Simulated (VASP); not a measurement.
```yaml
crystal:
  lattice:
    - [0.00000, 2.90029, 2.90029]
    - [2.90029, 0.00000, 2.90029]
    - [2.90029, 2.90029, 0.00000]
  atoms:
    - { symbol: Al, position: [0.25000, 0.25000, 0.25000] }
    - { symbol: Al, position: [0.75000, 0.75000, 0.75000] }
    - { symbol: Pt, position: [0.00000, 0.00000, 0.00000] }
```

Method: optB86b-vdW, VASP's PBE PAW potentials (set 64) (plane waves; VASP). Settings: 520 eV cut-off, 9×9×9 Γ-centred mesh, first-order Methfessel-Paxton smearing of 0.10 eV, potentials Al Pt.

Task: Give the stress tensor in GPa (positive for a compressed cell).

Result: 
```
9.49  0.00  0.00
0.00  9.49  0.00
0.00  0.00  9.49
```
The pressure is its mean diagonal, 9.49 GPa.

The compound is PtAl2 in the fluorite structure. This cell is one point of a volume scan, at 0.94 of the reference volume.
